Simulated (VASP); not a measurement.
```xyz
3
Lattice="0.0000 3.0757 3.0757 3.0757 0.0000 3.0757 3.0757 3.0757 0.0000" Properties=species:S:1:pos:R:3 pbc="T T T"
Ba     0.0000     0.0000     0.0000
F      1.5378     1.5378     1.5378
F      4.6135     4.6135     4.6135
```

Level of theory: LDA (Ceperley-Alder, Perdew-Zunger), VASP's LDA PAW potentials (set 64) (plane waves; VASP). Run with 520 eV cut-off, 6×6×6 Γ-centred mesh, Gaussian smearing of 0.050 eV, potentials Ba_sv F.

Problem. Predict the energy per atom (σ→0), pressure.

Solution. 
The energy per atom (σ→0) is -6.206 eV/atom. The pressure comes out as -2.00 GPa.

The compound is BaF2 in the fluorite structure. This cell is one point of a volume scan, at 1.03 of the reference volume.
